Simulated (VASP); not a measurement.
Consider the following.

```
CELL_PARAMETERS angstrom
      0.00000     2.65651     2.65651
      2.65651     0.00000     2.65651
      2.65651     2.65651     0.00000
ATOMIC_POSITIONS crystal
  Co 0.00000 0.00000 0.00000
  Si 0.25000 0.25000 0.25000
  Si 0.75000 0.75000 0.75000
```

Level of theory: MS2 meta-GGA, VASP's PBE PAW potentials (set 64) (plane waves; VASP). Settings: 520 eV cut-off, 11×11×11 Γ-centred mesh, tetrahedra with Blöchl corrections, potentials Co Si.

Question: The job: CoSi$_{2}$ (fluorite), 3 atoms, MS2, static run, 520 eV, 11×11×11 Γ-centred mesh. Roughly how much core time does it take on a busy server core?

Answer: About 2 core-minutes (one run on a shared machine, a rough figure). It had 56 irreducible k-points, 12 bands, up to 1026 plane waves and 21 electronic steps.

The compound is CoSi2 in the fluorite structure. It was relaxed first. The run is not spin-polarised, so no magnetic state was tried. The electron count is odd and the run is not spin-polarised, which forces a metal.
